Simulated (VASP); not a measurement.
Consider the following.

```xyz
6
Lattice="4.9538 0.0000 0.0000 0.0000 4.9538 0.0000 0.0000 0.0000 3.3688" Properties=species:S:1:pos:R:3 pbc="T T T"
Mn     4.9538     0.0000     0.0000
Mn     2.4769     2.4769     1.6844
F      1.5000     1.5000     3.3688
F      3.9769     0.9769     1.6844
F      0.9769     3.9769     1.6844
F      3.4538     3.4538     0.0000
```
Starting moments (μB, in the order of the record's atoms Mn Mn F F F F): 4.5 -4.5 0.0 0.0 0.0 0.0.

All values below come from vdW-DF2, VASP's PBE PAW potentials (set 64) (plane waves; VASP). Numerical set-up: 520 eV cut-off, 5×5×7 Γ-centred mesh, tetrahedra with Blöchl corrections, potentials Mn_pv F.

The cores are frozen, which limits the accuracy of field gradients.

Problem. Give the principal components of the electric field gradient (V/Å²) and the asymmetry η at each nucleus.

Solution. 
| atom | Vxx | Vyy | Vzz | η |
|---|---|---|---|---|
| Mn1 | -16.6 | -8.0 | 24.6 | 0.35 |
| Mn2 | -16.6 | -8.0 | 24.6 | 0.35 |
| F3 | 43.8 | 18.1 | -61.9 | 0.42 |
| F4 | 43.8 | 18.1 | -61.9 | 0.42 |
| F5 | 43.8 | 18.1 | -61.9 | 0.42 |
| F6 | 43.8 | 18.1 | -61.9 | 0.42 |

The compound is MnF2 in the rutile structure. It was relaxed first, which changed the volume by +5 %.
